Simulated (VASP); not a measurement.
```
Co
1.0
    1.22876    -2.12827     0.00000
    1.22876     2.12827     0.00000
    0.00000     0.00000     4.00669
Co
2
Direct
  0.33333   0.66667   0.25000
  0.66667   0.33333   0.75000
```
Starting moments (μB, in the order of the record's atoms Co Co): 1.7 1.7.

All values below come from r2SCAN+rVV10, VASP's PBE PAW potentials (set 64) (plane waves; VASP 6.6.1). Numerical set-up: 520 eV cut-off, 19×19×10 Γ-centred mesh, tetrahedra with Blöchl corrections, potentials Co.

### Question
What does the run give for the cell moment, energy per atom (σ→0), band gap (over mesh and band path) with the smallest direct gap where there is one?

### Answer

| Property | Value |
|---|---|
| band gap (over mesh and band path) | none (metal, semimetal or under 0.01 eV) |
| cell moment | 3.45 μB |
| energy per atom (σ→0) | -13.009 eV/atom |

### Question
Give the moment on each site (PAW-sphere projection).

### Answer

```csv
site,moment (μB)
Co1,1.78
Co2,1.78
```

Total energies compare only between runs with the same potentials, cut-off and functional.

The compound is Co in the hcp structure. It was relaxed first, which changed the volume by -6 %.
